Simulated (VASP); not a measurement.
Method: MS2 meta-GGA, VASP's PBE PAW potentials (set 64) (plane waves; VASP 6.6.1).

VASP ran on this input.

**INCAR**
```
SYSTEM = Se
PREC = Accurate
ENCUT = 520
EDIFF = 1E-7
NELM = 100
ALGO = Normal
LREAL = .FALSE.
LASPH = .TRUE.
ISMEAR = -5
METAGGA = MS2
LMIXTAU = .TRUE.
LMAXMIX = 4
LWAVE = .FALSE.
LCHARG = .FALSE.
LORBIT = 11
NEDOS = 601
ISIF = 2
LEFG = .TRUE.
```

### POSCAR
```
Se
9.9351240
  0.2261015775  -0.3916194183   0.0000000000
  0.2261015775   0.3916194183   0.0000000000
  0.0000000000   0.0000000000   0.4999999756
Se
3
direct
  0.0000000000   0.2187454075   0.6666670000
  0.7812545925   0.7812545925   0.0000000000
  0.2187454075   0.0000000000   0.3333330000
```

KPOINTS:
```
Automatic mesh
0
Gamma
7 7 5
0 0 0
```

### KPOINTS_OPT
```
k-points along high-symmetry lines
6
Line-mode
Reciprocal
  0.000000   0.000000   0.000000 ! GAMMA
  0.500000   0.000000   0.000000 ! M

  0.500000   0.000000   0.000000 ! M
  0.333333   0.333333   0.000000 ! K

  0.333333   0.333333   0.000000 ! K
  0.000000   0.000000   0.000000 ! GAMMA

  0.000000   0.000000   0.000000 ! GAMMA
  0.000000   0.000000   0.500000 ! A

  0.000000   0.000000   0.500000 ! A
  0.500000   0.000000   0.500000 ! L

  0.500000   0.000000   0.500000 ! L
  0.333333   0.333333   0.500000 ! H

  0.333333   0.333333   0.500000 ! H
  0.000000   0.000000   0.500000 ! A

  0.500000   0.000000   0.500000 ! L
  0.500000   0.000000   0.000000 ! M

  0.333333   0.333333   0.500000 ! H
  0.333333   0.333333   0.000000 ! K
```

POTCAR, in this order: Se (PBE.64 set). Program: vasp_std.

Output

File OSZICAR:
```
       N       E                     dE             d eps       ncg     rms          rms(c)
DAV:   1     0.715997814038E+02    0.71600E+02   -0.68817E+03   832   0.109E+03
DAV:   2    -0.162333737546E+02   -0.87833E+02   -0.84912E+02  1116   0.176E+02
DAV:   3    -0.217946117678E+02   -0.55612E+01   -0.55307E+01  1032   0.510E+01
DAV:   4    -0.218354519224E+02   -0.40840E-01   -0.40818E-01   967   0.513E+00
DAV:   5    -0.218357564717E+02   -0.30455E-03   -0.30454E-03  1042   0.439E-01    0.846E+00
DAV:   6    -0.144264085524E+02    0.74093E+01   -0.35013E+00   832   0.238E+01    0.405E+00
DAV:   7    -0.130348240454E+02    0.13916E+01   -0.20447E+00   832   0.145E+01    0.125E+00
DAV:   8    -0.131925958795E+02   -0.15777E+00   -0.17671E-01   897   0.445E+00    0.981E-01
DAV:   9    -0.132465762084E+02   -0.53980E-01   -0.27049E-01   832   0.571E+00    0.865E-01
DAV:  10    -0.131883262277E+02    0.58250E-01   -0.33262E-01   832   0.686E+00    0.272E-01
DAV:  11    -0.131970209858E+02   -0.86948E-02   -0.61323E-03   977   0.906E-01    0.139E-01
DAV:  12    -0.131983187955E+02   -0.12978E-02   -0.22327E-03   877   0.591E-01    0.110E-01
DAV:  13    -0.131971549509E+02    0.11638E-02   -0.26121E-03   842   0.585E-01    0.101E-01
DAV:  14    -0.131990818766E+02   -0.19269E-02   -0.41782E-03   837   0.767E-01    0.180E-01
DAV:  15    -0.131993248785E+02   -0.24300E-03   -0.27219E-04   997   0.212E-01    0.118E-01
DAV:  16    -0.131994123069E+02   -0.87428E-04   -0.53418E-05   877   0.811E-02    0.640E-02
DAV:  17    -0.131994311304E+02   -0.18824E-04   -0.21172E-05   922   0.506E-02    0.177E-02
DAV:  18    -0.131994452290E+02   -0.14099E-04   -0.14838E-05   852   0.420E-02    0.196E-02
DAV:  19    -0.131994475224E+02   -0.22934E-05   -0.93560E-06   842   0.341E-02    0.131E-02
DAV:  20    -0.131994521390E+02   -0.46166E-05   -0.30805E-06   862   0.227E-02    0.117E-02
DAV:  21    -0.131994517747E+02    0.36430E-06   -0.29886E-07   990   0.543E-03    0.687E-03
DAV:  22    -0.131994523770E+02   -0.60238E-06   -0.10338E-07   476   0.400E-03    0.401E-03
DAV:  23    -0.131994523374E+02    0.39593E-07   -0.13906E-07   436   0.389E-03
   1 F= -.13199452E+02 E0= -.13199452E+02  d E =0.000000E+00
       N       E                     dE             ncg
       N       E                     dE             ncg
```

**OUTCAR**
```
------------------------ aborting loop because EDIFF is reached ----------------------------------------
  FORCE on cell =-STRESS in cart. coord.  units (eV):
  Direction    XX          YY          ZZ          XY          YZ          ZX
  --------------------------------------------------------------------------------------
  Total        0.0491852      0.0491852     -0.0342126      0.0000000      0.0000000      0.0000000
  in kB        0.9075225      0.9075225     -0.6312619      0.0000000      0.0000000      0.0000000
  external PRESSURE =       0.3945943 kB  Pullay stress =       0.0000000 kB
  volume of cell :       86.83
      direct lattice vectors                 reciprocal lattice vectors
     2.246347209 -3.890787482  0.000000000     0.222583578 -0.128508689  0.000000000
     2.246347209  3.890787482  0.000000000     0.222583578  0.128508689  0.000000000
     0.000000000  0.000000000  4.967561757     0.000000000  0.000000000  0.201306003
 POSITION                                       TOTAL-FORCE (eV/Angst)
 -----------------------------------------------------------------------------------
      0.49138      0.85109      3.31171        -0.005271     -0.009129     -0.000000
      3.50994      0.00000      0.00000         0.010541     -0.000000     -0.000000
      0.49138     -0.85109      1.65585        -0.005271      0.009129      0.000000
 -----------------------------------------------------------------------------------
    total drift:                               -0.000196     -0.000447      0.000006
  FREE ENERGIE OF THE ION-ELECTRON SYSTEM (eV)
  ---------------------------------------------------
  free  energy   TOTEN  =       -13.1994523374 eV

  energy  without entropy=      -13.1994523374  energy(sigma->0) =      -13.19945234

 total charge

# of ion       s       p       d       tot
------------------------------------------
    1        1.510   2.207   0.056   3.773
    2        1.510   2.207   0.056   3.773
    3        1.510   2.207   0.056   3.773
--------------------------------------------------
tot          4.529   6.622   0.167  11.318

 Electric field gradients after diagonalization (V/A^2)
 (convention: |V_zz| > |V_xx| > |V_yy|)
----------------------------------------------------------------------
 ion       V_xx      V_yy      V_zz     asymmetry (V_yy - V_xx)/ V_zz
----------------------------------------------------------------------
   1     385.874   180.195  -566.069       0.363
   2     385.873   180.195  -566.069       0.363
   3     385.874   180.195  -566.069       0.363
```
(Selected blocks of OUTCAR.)

The compound is Se in the trig structure. It was relaxed first, which changed the volume by +6 %.
